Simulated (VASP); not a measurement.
Given:

```xyz
2
Lattice="3.0616 0.0000 0.0000 0.0000 3.0616 0.0000 0.0000 0.0000 3.0616" Properties=species:S:1:pos:R:3 pbc="T T T"
Y      0.0000     0.0000     0.0000
C      1.5308     1.5308     1.5308
```

Calculation: PBEsol GGA, VASP's PBE PAW potentials (set 64) (plane waves; VASP 6.6.1). Numerical set-up: 520 eV cut-off, 13×13×13 Γ-centred mesh, tetrahedra with Blöchl corrections, potentials Y_sv C.

### Question
Predict the energy per atom (σ→0), band gap (on the k-mesh) with the smallest direct gap where there is one.

### Answer

```yaml
band gap (on the k-mesh): none (metal, semimetal or under 0.01 eV)
energy per atom (σ→0): -7.754 eV/atom
```

Total energies compare only between runs with the same potentials, cut-off and functional.

The structure was generated: YC was put into the CsCl type type (Pm-3m), which need not be its known phase. It was relaxed first, which changed the volume by -31 %. The electron count is odd and the run is not spin-polarised, which forces a metal.
